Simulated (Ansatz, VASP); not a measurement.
**SiGe3: VASP beside Ansatz**

Wanted: the spread between two codes on one cell, functional and k mesh. The cell is generated by rule, not measured, and may not be a known phase. The cell is taken from a series of runs on this material, whose earlier steps may have relaxed, scaled, displaced or heated it; both programs get it as it stands.

Calculated with Ansatz 0.2.0; plane waves, with VASP 6.6.1 beside it; relaxation of cell and atoms at LDA and zone-centre phonons at LDA.

## Step 1: The structure

It takes space group Pm-3m (No. 221, cubic). The conventional cell has a = 4.104 Å, b = 4.104 Å, c = 4.104 Å, α = 90.00°, β = 90.00°, γ = 90.00°. Si has 12 Ge at 2.90 Å nearest. Ge has 4 Si at 2.90 Å and 8 Ge at 2.90 Å nearest. Farther neighbours are not listed.

Coordinates:

```
Si Ge
1.0
     4.10394    0.00000    0.00000
     0.00000    4.10394    0.00000
     0.00000    0.00000    4.10394
Si Ge
1 3
Direct
  0.00000 0.00000 0.00000
  0.00000 0.50000 0.50000
  0.50000 0.00000 0.50000
  0.50000 0.50000 0.00000
```

## Step 2: VASP: relaxation of cell and atoms, LDA

The relaxed volume is the usual yardstick between codes: in a stiff, nearly cubic crystal its relative difference is about their pressure difference at one cell divided by the bulk modulus.

Lines of VASP's logs that name or quote its potential files are left out, and so is its time.

Contents of INCAR:

```
SYSTEM = SiGe3
PREC = Accurate
ENCUT = 500
EDIFF = 1E-07
NELM = 120
ISMEAR = 0
SIGMA = 0.1
LREAL = .FALSE.
ALGO = Normal
GGA = CA
NBANDS = 29
LORBIT = 11
LWAVE = .FALSE.
LCHARG = .FALSE.
ISIF = 3
IBRION = 2
NSW = 80
EDIFFG = -0.005
LASPH = .TRUE.
GGA_COMPAT = .FALSE.
NELMIN = 4
KPAR = 2
```

Contents of POSCAR:

```
SiGe3
1.0
    4.1039420000      0.0000000000      0.0000000000
    0.0000000000      4.1039420000      0.0000000000
    0.0000000000      0.0000000000      4.1039420000
Si Ge
1 3
Direct
    0.0000000000      0.0000000000      0.0000000000
    0.0000000000      0.5000000000      0.5000000000
    0.5000000000      0.0000000000      0.5000000000
    0.5000000000      0.5000000000      0.0000000000
```

Contents of KPOINTS:

```
Automatic mesh
0
Gamma
8 8 8
0 0 0
```

Potentials, in the order of the species: Si and Ge_d (LDA family, release 64).

On the command line:

```
> mpirun -np 2 vasp_std
```

Numbers of over 12 decimals in the logs are rounded to 6 here.

The program printed:

```text
[banner, memory and clock lines left out]
running    2 mpi-ranks, on    1 nodes
 distrk:  each k-point on    1 cores,    2 groups
 distr:  one band on    1 cores,    1 groups

 POSCAR found type information on POSCAR SiGe
 POSCAR found :  2 types and       4 ions
 LDA part: xc-table for (Slater(with rela. corr.)+CA(PZ))
 , standard interpolation
 POSCAR, INCAR and KPOINTS ok, starting setup
 FFT: planning ... GRIDC
 FFT: planning ... GRID_SOFT
 FFT: planning ... GRID
 WAVECAR not read
 entering main loop
       N       E                     dE             d eps       ncg     rms          rms(c)
DAV:   1     0.365594797833E+03    0.36559E+03   -0.22341E+04  2323   0.407E+03
DAV:   2     0.393932920715E+02   -0.32620E+03   -0.31688E+03  2030   0.758E+02
DAV:   3    -0.173555067238E+02   -0.56749E+02   -0.55362E+02  2334   0.187E+02
DAV:   4    -0.199769573614E+02   -0.26215E+01   -0.25931E+01  2353   0.450E+01
DAV:   5    -0.200412349105E+02   -0.64278E-01   -0.64217E-01  2475   0.726E+00    0.304E+00
DAV:   6    -0.199889424806E+02    0.52292E-01   -0.66537E-02  2688   0.285E+00    0.166E+00
DAV:   7    -0.199670382832E+02    0.21904E-01   -0.28508E-02  2579   0.152E+00    0.217E-01
DAV:   8    -0.199661711550E+02    0.86713E-03   -0.19618E-03  2504   0.554E-01    0.724E-02
DAV:   9    -0.199661028667E+02    0.68288E-04   -0.19259E-04  2652   0.211E-01    0.319E-02
DAV:  10    -0.199661033902E+02   -0.52351E-06   -0.12876E-05  2575   0.390E-02    0.313E-03
DAV:  11    -0.199661032849E+02    0.10523E-06   -0.85705E-07  2450   0.937E-03    0.671E-04
DAV:  12    -0.199661032581E+02    0.26853E-07   -0.95152E-08  1365   0.375E-03
   1 F= -.19966103E+02 E0= -.19960414E+02  d E =-.199661E+02
 curvature:   0.00 expect dE= 0.000E+00 dE for cont linesearch  0.000E+00
 trial: gam= 0.00000 g(F)=  0.000E+00 g(S)=  0.342E-02 ort = 0.000E+00 (trialstep = 0.100E+01)
 search vector abs. value=  0.342E-02
 bond charge predicted
       N       E                     dE             d eps       ncg     rms          rms(c)
DAV:   1    -0.200245114186E+02   -0.58408E-01   -0.85334E-01  2616   0.150E+01    0.139E+00
DAV:   2    -0.199818197340E+02    0.42692E-01   -0.61165E-02  2568   0.386E+00    0.702E-01
DAV:   3    -0.199682105531E+02    0.13609E-01   -0.23003E-02  2670   0.214E+00    0.141E-01
DAV:   4    -0.199674407038E+02    0.76985E-03   -0.84742E-04  2636   0.403E-01    0.770E-02
DAV:   5    -0.199672704323E+02    0.17027E-03   -0.24851E-04  2649   0.238E-01    0.201E-02
DAV:   6    -0.199672741884E+02   -0.37561E-05   -0.12139E-05  2388   0.450E-02    0.496E-03
DAV:   7    -0.199672710880E+02    0.31004E-05   -0.63558E-06  2594   0.434E-02    0.187E-03
DAV:   8    -0.199672710943E+02   -0.62637E-08   -0.10601E-07  1382   0.348E-03
   2 F= -.19967271E+02 E0= -.19961490E+02  d E =-.116784E-02
 trial-energy change:   -0.001168  1 .order   -0.001129   -0.003421    0.001163
 step:   0.7557(harm=  0.7463)  dis= 0.00000  next Energy=   -19.967413 (dE=-0.131E-02)
 bond charge predicted
       N       E                     dE             d eps       ncg     rms          rms(c)
DAV:   1    -0.199708245588E+02   -0.35535E-02   -0.50034E-02  2636   0.356E+00    0.342E-01
DAV:   2    -0.199682730371E+02    0.25515E-02   -0.37176E-03  2573   0.965E-01    0.171E-01
DAV:   3    -0.199674641974E+02    0.80884E-03   -0.13311E-03  2691   0.517E-01    0.358E-02
DAV:   4    -0.199674173436E+02    0.46854E-04   -0.49927E-05  2614   0.974E-02    0.193E-02
DAV:   5    -0.199674075173E+02    0.98263E-05   -0.14640E-05  2657   0.576E-02    0.482E-03
DAV:   6    -0.199674077130E+02   -0.19561E-06   -0.62759E-07  2188   0.960E-03    0.123E-03
DAV:   7    -0.199674075374E+02    0.17555E-06   -0.31574E-07  1790   0.986E-03    0.427E-04
DAV:   8    -0.199674075386E+02   -0.12151E-08   -0.19204E-08  1180   0.966E-04
   3 F= -.19967408E+02 E0= -.19961649E+02  d E =-.130428E-02
 curvature:  -0.37 expect dE=-0.276E-07 dE for cont linesearch -0.276E-07
 trial: gam=-0.00463 g(F)=  0.689E-62 g(S)=  0.739E-07 ort = 0.159E-04 (trialstep = 0.951E+00)
 search vector abs. value=  0.102E-09
 reached required accuracy - stopping structural energy minimisation
```

OUTCAR, selected parts (step 2):

```text
ion  position               nearest neighbor table
   1  0.000  0.000  0.000-   2 2.90   3 2.90   4 2.90   2 2.90   3 2.90   2 2.90   4 2.90   2 2.90
                             3 2.90   4 2.90   3 2.90   4 2.90
   2  0.000  0.500  0.500-   1 2.90   3 2.90   4 2.90   1 2.90   4 2.90   1 2.90   3 2.90   1 2.90
                             3 2.90   4 2.90   4 2.90   3 2.90
   3  0.500  0.000  0.500-   1 2.90   2 2.90   4 2.90   1 2.90   4 2.90   2 2.90   4 2.90   4 2.90
                             1 2.90   2 2.90   1 2.90   2 2.90
   4  0.500  0.500  0.000-   1 2.90   2 2.90   3 2.90   2 2.90   3 2.90   1 2.90   3 2.90   3 2.90
                             1 2.90   2 2.90   2 2.90   1 2.90

  LATTYP: Found a simple cubic cell.
 ALAT       =     4.1039420000

 Subroutine GETGRP returns: Found 48 space group operations
 (whereof 48 operations were pure point group operations)

The static configuration has the point symmetry O_h .

 Found     35 irreducible k-points:

   k-points           NKPTS =     35   k-points in BZ     NKDIM =     35   number of bands    NBANDS=     29

   dimension x,y,z NGX =    30 NGY =   30 NGZ =   30
   dimension x,y,z NGXF=    60 NGYF=   60 NGZF=   60

   ENCUT  =  500.0 eV  36.75 Ry    6.06 a.u.   7.48  7.48  7.48*2*pi/ulx,y,z

   NELECT =      46.0000    total number of electrons

 k-points in reciprocal lattice and weights: Automatic mesh
   0.00000000  0.00000000  0.00000000       0.002
   0.12500000  0.00000000  0.00000000       0.012
   0.25000000  0.00000000  0.00000000       0.012
   0.37500000  0.00000000  0.00000000       0.012
   0.50000000  0.00000000  0.00000000       0.006
   0.12500000  0.12500000  0.00000000       0.023
   0.25000000  0.12500000  0.00000000       0.047
   0.37500000  0.12500000  0.00000000       0.047
   0.50000000  0.12500000  0.00000000       0.023
[...]
0.50000000  0.50000000  0.37500000       0.012
   0.50000000  0.50000000  0.50000000       0.002

 average (electrostatic) potential at core
       1 -83.9965       2 -72.6250       3 -72.6250       4 -72.6250

 E-fermi :   7.6056

 k-point     1 :       0.0000    0.0000    0.0000
  band No.  band energies     occupation
    ...
     18       1.9314      2.00000
     19       2.8632      2.00000
     20       2.9222      2.00000
     21       2.9222      2.00000
     22       2.9222      2.00000
     23      10.1620      0.00000
     24      10.1620      0.00000
     25      10.1620      0.00000
     26      10.3490      0.00000
     27      10.3490      0.00000
    ...

 k-point     2 :       0.1250    0.0000    0.0000
  band No.  band energies     occupation
    ...
     18       2.0160      2.00000
     19       2.6600      2.00000
     20       3.0650      2.00000
     21       3.0650      2.00000
     22       4.8474      2.00000
     23       9.3364      0.00000
     24       9.3364      0.00000
     25       9.4972      0.00000
     26       9.5182      0.00000
     27      10.3941      0.00000
    ...

 k-point     3 :       0.2500    0.0000    0.0000
  band No.  band energies     occupation
    ...
     18       2.2453      2.00000
     19       2.8805      2.00000
     20       3.4912      2.00000
     21       3.4912      2.00000
     22       7.1814      2.00000
     23       7.8201      0.00242
     24       7.8201      0.00242
     25       8.2182      0.00000
     26       8.3523      0.00000
     27      10.7992      0.00000
    ...

  Total        0.0014295      0.0014295      0.0014295      0.0000000     -0.0000000      0.0000000
  in kB        0.0328586      0.0328586      0.0328586      0.0000000     -0.0000000      0.0000000
  external PRESSURE =       0.0328586 kB  Pullay stress =       0.0000000 kB

  energy-cutoff  :      500.00
  volume of cell :       69.70
      direct lattice vectors                 reciprocal lattice vectors
     4.115443029  0.000000000  0.000000000     0.242987205  0.000000000  0.000000000
    -0.000000000  4.115443029  0.000000000    -0.000000000  0.242987205  0.000000000
    -0.000000000 -0.000000000  4.115443029    -0.000000000 -0.000000000  0.242987205

 POSITION                                       TOTAL-FORCE (eV/Angst)
 -----------------------------------------------------------------------------------
      0.00000      0.00000      0.00000         0.000000      0.000000      0.000000
     -0.00000      2.05772      2.05772        -0.000000      0.000000      0.000000
      2.05772     -0.00000      2.05772         0.000000     -0.000000      0.000000
      2.05772      2.05772      0.00000         0.000000      0.000000      0.000000
 -----------------------------------------------------------------------------------
    total drift:                                0.000000      0.000000     -0.000000

  FREE ENERGIE OF THE ION-ELECTRON SYSTEM (eV)
  ---------------------------------------------------
  free  energy   TOTEN  =       -19.9674075386 eV

  energy  without entropy=      -19.9558914303  energy(sigma->0) =      -19.96164948

 reached required accuracy - stopping structural energy minimisation

 total charge
# of ion       s       p       d       tot
------------------------------------------
    1        0.903   0.646   0.000   1.549
    2        1.284   0.934  10.039  12.257
    3        1.284   0.934  10.039  12.257
    4        1.284   0.934  10.039  12.257
--------------------------------------------------
tot          4.755   3.449  30.117  38.321

[... 3 further parts left out ...]
```

CONTCAR:

```
SiGe3
   1.00000000000000
     4.1154430292502759    0.0000000000000000    0.0000000000000000
    -0.0000000000000000    4.1154430292502759    0.0000000000000000
    -0.0000000000000000   -0.0000000000000000    4.1154430292502759
  Si              Ge
     1     3
Direct
     0.0000000000000000    0.0000000000000000    0.0000000000000000
     0.0000000000000000    0.5000000000000000    0.5000000000000000
     0.5000000000000000    0.0000000000000000    0.5000000000000000
     0.5000000000000000    0.5000000000000000    0.0000000000000000
```

## Step 3: Ansatz: relaxation of cell and atoms, LDA

Ansatz runs on norm-conserving files, of PseudoDojo where its log says so.

The same cell, functional (in two slightly different forms), mesh and smearing now go to Ansatz, which takes its cutoff from its data sets.

Contents of input.yaml:

```yaml
crystal:
  lattice:
    - [4.10394227, 0.0, 0.0]
    - [0.0, 4.10394227, 0.0]
    - [0.0, 0.0, 4.10394227]
  atoms:
    - { symbol: Si, position: [0.0, 0.0, 0.0] }
    - { symbol: Ge, position: [0.0, 0.5, 0.5] }
    - { symbol: Ge, position: [0.5, 0.0, 0.5] }
    - { symbol: Ge, position: [0.5, 0.5, 0.0] }
kpoints:
  mp_grid: { grid: [8, 8, 8] }
hamiltonian:
  xc: lda
  pseudopotentials: { kind: nc, accuracy: standard }
scf:
  occupations: { method: gaussian, width: 0.1 }
output:
  forces: true
  stress: true
  eigenvalues: true
relax:
  adjacent_minimum: "off"
  f_tol: 0.003
  max_steps: 80
  cell: { stress_tol: 0.03 }
```

On the command line:

```
> ansatz run input.yaml --threads 4 --pin off --max-ram 8192MiB --backend cpu --events-out ev --progress --plain --runs-dir out
```

The program printed:

```text
Engine: ansatz 0.2.0, x86_64-unknown-linux-gnu
Pseudopotentials: kind: nc
Pseudopotential: Si, nc, valence charge 4, recommended cutoff 435.38218 eV (normal), Si.nc.azcp (PseudoDojo's, or run here from an input of PseudoDojo's; its table is named by hamiltonian.pseudopotentials.accuracy)
Pseudopotential: Ge, nc, valence charge 14, recommended cutoff 1061.244064 eV (normal), Ge.nc.azcp (PseudoDojo's, or run here from an input of PseudoDojo's; its table is named by hamiltonian.pseudopotentials.accuracy)
Functional definition: SPW92
  exchange = slater_x
  correlation = pw_c
Crystal: 4 atoms, lattice volume = 69.120 Å³
Basis set: ecut = 1061.244064 eV, 5449 PW (Γ)
Bands: 28, of which v1, the nominal top of the filled ones, is band 23 counted from 1 (22 counted from 0)
Symmetry: 48 space group operations
Space group: Pm-3m (ITA 221), of the structure as read, at distance tolerance 4.1e-5 Å
k-points: 35 of 512
Non-local potential: Si, projectors of the file, l = 0: 2, l = 1: 2, l = 2: 2
Non-local potential: Ge, projectors of the file, l = 0: 2, l = 1: 2, l = 2: 2
Initial density: superposition of atomic densities (chi_scale 0.1, normalization cell, long waves kept (reshape's long-wave potential 0.00 eV rms))
Initial wavefunctions: pseudopotential atomic-orbital guess
Functional: x = slater, c = lda
SCF iter   1: F=—  HF=-7399.125045 eV  |F-HF|=—  |Δ(HF+E_count)|=         —  Δρ=1.54e-2  dr2=2.08e-1  ethr=3.10e-3  ⟨swp⟩=6.8  Hψ=4027  notcnv=0
preconditioner: auto → Kerker (q_TF=auto, 2.549 Å⁻¹)  [metal: Δε(μ)=0.014 eV  Ē_g=20.391 eV  σ=0.100 eV  W_gap=0.08  n_scr=18 (ndim 8)  ℏωp=30.3 eV  f_vac=0.000  D(μ)=2.27/eV (n_scr^D=18)]
SCF iter   2: F=—  HF=-7399.070507 eV  |F-HF|=—  |Δ(HF+E_count)|=   5.45e-2  Δρ=9.34e-3  dr2=7.41e-2  ethr=4.51e-4  ⟨swp⟩=1.0  Hψ=1260  notcnv=0  defer=1
SCF iter   3: F=—  HF=-7399.041544 eV  |F-HF|=—  |Δ(HF+E_count)|=   2.90e-2  Δρ=1.83e-3  dr2=1.17e-3  ethr=1.61e-4  ⟨swp⟩=2.9  Hψ=1883  notcnv=0  defer=1
SCF iter   4: F=—  HF=-7399.041203 eV  |F-HF|=—  |Δ(HF+E_count)|=   3.41e-4  Δρ=5.48e-4  dr2=6.75e-5  ethr=2.55e-6  ⟨swp⟩=2.6  Hψ=1748  notcnv=0  defer=1
SCF iter   5: F=—  HF=-7399.041106 eV  |F-HF|=—  |Δ(HF+E_count)|=   9.67e-5  Δρ=5.50e-5  dr2=2.34e-6  ethr=1.47e-7  ⟨swp⟩=2.1  Hψ=1667  notcnv=0  defer=10
SCF iter   6: F=—  HF=-7399.041105 eV  |F-HF|=—  |Δ(HF+E_count)|=   6.32e-7  Δρ=1.40e-5  dr2=2.40e-7  ethr=5.10e-9  ⟨swp⟩=2.2  Hψ=1201  notcnv=0  defer=10
SCF iter   7: F=-7399.041105 eV  HF=-7399.041105 eV  |F-HF|=2.03e-9  |Δ(HF+E_count)|=   6.16e-8  Δρ=2.75e-6  dr2=5.79e-9  ethr=2.17e-10  ⟨swp⟩=7.2  Hψ=3934  notcnv=0
SCF 1 converged in 7 iterations: F = -7399.041105 eV  dr2 = 5.79e-9
relax step   1: F+E_penalty+E_count = -7399.04110525 eV  Δ(F+E_penalty+E_count) = +0.000e0 eV  max|allowed force component| = 4.720e-28 eV/Å  Δτ_max = 0.0000 Å  P = +0.611 GPa  Ω = 69.120 Å³  (7 SCF iters, dr2 threshold 1.00e-7 eV, accepted)
[...]
relax step   2: F+E_penalty+E_count = -7399.04140952 eV  Δ(F+E_penalty+E_count) = -3.043e-4 eV  max|allowed force component| = 8.464e-29 eV/Å  Δτ_max = 0.0000 Å  P = -0.431 GPa  Ω = 69.975 Å³  energy of the carried Pulay correction = -1.499e-4 eV  (4 SCF iters, dr2 threshold 4.00e-7 eV, accepted)
[...]
relax step   3: F+E_penalty+E_count = -7399.04195774 eV  Δ(F+E_penalty+E_count) = -5.482e-4 eV  max|allowed force component| = 9.059e-28 eV/Å  Δτ_max = 0.0000 Å  P = -0.004 GPa  Ω = 69.619 Å³  energy of the carried Pulay correction = -8.769e-5 eV  (3 SCF iters, dr2 threshold 4.00e-7 eV, accepted)
[...]
relax step   4: F+E_penalty+E_count = -7399.04206153 eV  Δ(F+E_penalty+E_count) = -1.038e-4 eV  max|allowed force component| = 1.222e-27 eV/Å  Δτ_max = 0.0000 Å  P = +0.005 GPa  Ω = 69.619 Å³  stress off target by 5.23e-3 GPa  SCF on the basis re-selected at this cell (its energy is not comparable with the rows above)  (5 SCF iters)
basis re-selected at this cell: Δ(F+E_penalty+E_count) = -1.038e-4 eV, ΔP = +0.009 GPa vs the last step (what re-selecting the basis moved, of the pressure what is left beyond the Pulay correction that the steps carried, after the strain that the cell walked since its last selection, with what the two solves' SCF thresholds leave and, on support functions, any second-order correction that the steps lacked; it is no m [...]
SCF converged after 5 iterations
Free energy (F): -7399.042062 eV
Harris-Foulkes:  -7399.042062 eV  (|F-HF|=3.64e-12)
Internal energy: -7399.030541 eV  (E = F + TS)
E sigma→0 (E₀):  -7399.036302 eV
Entropy (-TS):   -0.011520 eV (-2.880 meV/atom)
Fermi energy:    12.108367 eV
--- Per-component energies (eV) ---
  E_band       = -278.605713
  E_kinetic    = 5505.813082
  E_local      = -4818.989246  (includes V_loc(G=0)·N_el)
  E_nonlocal   = -3762.242548
  E_hartree    = 2011.409439
  E_xc         = -1794.217660
  E_vxc        = -1226.005904  (∫ρ·V_xc dr)
  E_ewald      = -4540.803609
  E_smearing   = -0.011520  (= −TS)
  E_closure    = -0.000000  (closes the sum)
  Σ components = -7399.042062   (vs F -7399.042062, Δ=0.00e0)
--- Forces (eV/Å), atoms counted from 1 ---
  atom   1  Si     0.00000000     0.00000000    -0.00000000
  atom   2  Ge    -0.00000000     0.00000000     0.00000000
  atom   3  Ge     0.00000000    -0.00000000    -0.00000000
  atom   4  Ge     0.00000000    -0.00000000     0.00000000
  max |Σ_I F_I| component: 4.70e-28 eV/Å
--- Stress (GPa, compression-positive) ---
        0.005228      -0.000000      -0.000000
       -0.000000       0.005228      -0.000000
       -0.000000      -0.000000       0.005228
  P = ⅓ Tr σ = 0.0052 GPa (0.052 kbar)
--- Band table (eV; the first three rows and the last of 35) ---
  k-point 0: bands = [... 19 lower, 7.4260, 7.4260, 7.4260, 14.6779, 14.6779, 14.6779, 14.8599, 14.8599, ... 1 higher]
  k-point 1: bands = [... 19 lower, 7.5689, 7.5689, 9.3440, 13.8471, 13.8471, 14.0094, 14.0259, 14.9072, ... 1 higher]
  k-point 2: bands = [... 19 lower, 7.9956, 7.9956, 11.6776, 12.3283, 12.3283, 12.7242, 12.8612, 15.3118, ... 1 higher]
  k-point 34: bands = [... 19 lower, 6.0234, 6.0917, 6.0917, 6.0917, 19.0264, 19.0264, 19.0264, 19.4235, ... 1 higher]
--- Relaxed structure (3 steps of the walk, 3 accepted, 1 SCFs on fresh bases) ---
  F+E_penalty+E_count = -7399.04206153 eV   max|allowed force component| = 1.222e-27 eV/Å   (the final SCF, on the basis selected at the relaxed cell)
  cell:  # Å, volume = 69.6191 Å³
    - [4.113796, 0, 0]
    - [0, 4.113796, 0]
    - [0, 0, 4.113796]
  atoms:
    - { symbol: Si, position: [0, 0, 0] }
    - { symbol: Ge, position: [0, 0.500000, 0.500000] }
    - { symbol: Ge, position: [0.500000, 0, 0.500000] }
    - { symbol: Ge, position: [0.500000, 0.500000, 0] }
```

## Step 4: Comparison

Known differences besides the potentials themselves: the two LDA forms differ slightly; the cutoff is 1061.24 eV in Ansatz and 500 eV in VASP; VASP's log shows a relativistic correction to its local exchange, Ansatz's none; Ansatz adds a Pulay correction to the stress that steers its cell, VASP none. Total energies have different zeros and are not compared.

The two programs side by side:

| quantity | Ansatz | VASP | difference |
| --- | --- | --- | --- |
| volume (Å³) | 69.62 | 69.70 | -0.12 % |
| edge a after relaxation, in the typed setting (Å) | 4.114 | 4.115 | -0.04 % |

(Continued in part 2 of 2.)

[Lines on the potential files, build, host, timing and source positions are cut from VASP's logs without a mark.]

[Logs are printed without paths, hosts, clocks, repeated set-up lines and the standing remarks that a program may print on its own settings, such as how far it seeks lower states.]

[Hosts, paths, dates, database ids (printed as entryN), source tags and the programs' standing remarks are cut or masked in the printed files.]
